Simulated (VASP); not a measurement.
Data:

```
BiGa
1.0
    4.20927     0.00000     0.00000
   -2.10464     3.64533     0.00000
    0.00000     0.00000     6.56139
Ga Bi
2 2
Direct
  0.00000   0.00000   0.00000
  0.00000   0.00000   0.50000
  0.33333   0.66667   0.25000
  0.66667   0.33333   0.75000
```

These are LDA (Ceperley-Alder, Perdew-Zunger), VASP's LDA PAW potentials (set 64) (plane waves; VASP) values and carry that method's errors. Run with 400 eV cut-off, 9×9×5 Γ-centred mesh, tetrahedra with Blöchl corrections, potentials Ga_d Bi_d.

The cores are frozen, which limits the accuracy of field gradients.

Problem. Give the principal components of the electric field gradient (V/Å²) and the asymmetry η at each nucleus.

Solution. 
```json
[
 {"atom": "Ga1", "Vxx": "-9.5", "Vyy": "-9.5", "Vzz": "19.0", "η": "0.00"},
 {"atom": "Ga2", "Vxx": "-9.5", "Vyy": "-9.5", "Vzz": "19.0", "η": "0.00"},
 {"atom": "Bi3", "Vxx": "-19.0", "Vyy": "-19.0", "Vzz": "37.9", "η": "0.00"},
 {"atom": "Bi4", "Vxx": "-19.0", "Vyy": "-19.0", "Vzz": "37.9", "η": "0.00"}
]
```

The structure was generated: GaBi was put into the NiAs type (P6_3/mmc), which need not be its known phase. It was relaxed first.
